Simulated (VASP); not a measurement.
Here is a VASP 6.6.1 calculation.

File INCAR:

```
SYSTEM = Zn3Ag4
ALGO = Normal ; DIPOL = 0.5 0.5 0.500
EDIFF = 1E-6 ; EDIFFG = -0.02
ENCUT = 520 ; GGA = PS
IBRION = 2 ; IDIPOL = 3
ISIF = 2 ; ISMEAR = -1
LASPH = .TRUE. ; LCHARG = .FALSE.
LDIPOL = .TRUE. ; LREAL = .FALSE.
LWAVE = .FALSE. ; NELM = 80
NSW = 40 ; PREC = Accurate
SIGMA = 0.05
```

KPOINTS

```
k-points
0
G
  8 8 1
  0 0 0
```

Contents of POSCAR:

```
Zn3Ag4
1.0
    2.8722559075      0.0000000000      0.0000000000
    1.4357104461      2.4876875835      0.0000000000
    0.0000000000      0.0000000000     28.2526549104
Ag Zn
4 3
Selective dynamics
Direct
    0.3377031647      0.3377031647      0.2654617778  F F F
    0.3435403454      0.3435403454      0.4218205926  F F F
    0.3493775260      0.3493775260      0.5781794074  T T T
    0.3552147067      0.3552147067      0.7345382222  T T T
    0.6739752025      0.6739752025      0.3436408506  F F F
    0.6798123832      0.6798123832      0.4999996654  T T T
    0.6856495639      0.6856495639      0.6563584802  T T T
```

Potentials or basis: VASP PAW PBE potentials, release 64 (Ag, Zn).

The run is started by

```sh
$ cat potpaw_PBE.64/Ag/POTCAR potpaw_PBE.64/Zn/POTCAR > POTCAR
$ mpirun -np 1 vasp_std > vasp.out
```

Q: Estimate the band gap on the k mesh.

A: None (metal or under the smearing width).

Q: What does it give for the energy gained by relaxing?

A: 3.4 meV/atom.

The path:
| step | energy change (eV) | largest force (eV/Å) | pressure (GPa) |
| --- | --- | --- | --- |
| 1 | 0.0000 | 0.1900 | -1.91 |
| 2 | -0.0017 | 0.1916 | -1.86 |
| 3 | -0.0048 | 0.1971 | -1.77 |
| 4 | -0.0008 | 0.3758 | -1.55 |
| 5 | -0.0051 | 0.2003 | -1.74 |
| 6 | -0.0070 | 0.2030 | -1.70 |
| 7 | -0.0108 | 0.2110 | -1.56 |
| 8 | -0.0095 | 0.2977 | -1.25 |
| 9 | -0.0119 | 0.2174 | -1.45 |
| 10 | -0.0142 | 0.2189 | -1.38 |
| 11 | -0.0172 | 0.2233 | -1.23 |
| 12 | -0.0174 | 0.2244 | -1.18 |
| 13 | -0.0198 | 0.2261 | -1.12 |
| 14 | -0.0236 | 0.2322 | -0.93 |
| 15 | -0.0237 | 0.2333 | -0.87 |

Caveat: the PAW data sets were made with another functional, which shifts forces and pressure a little.
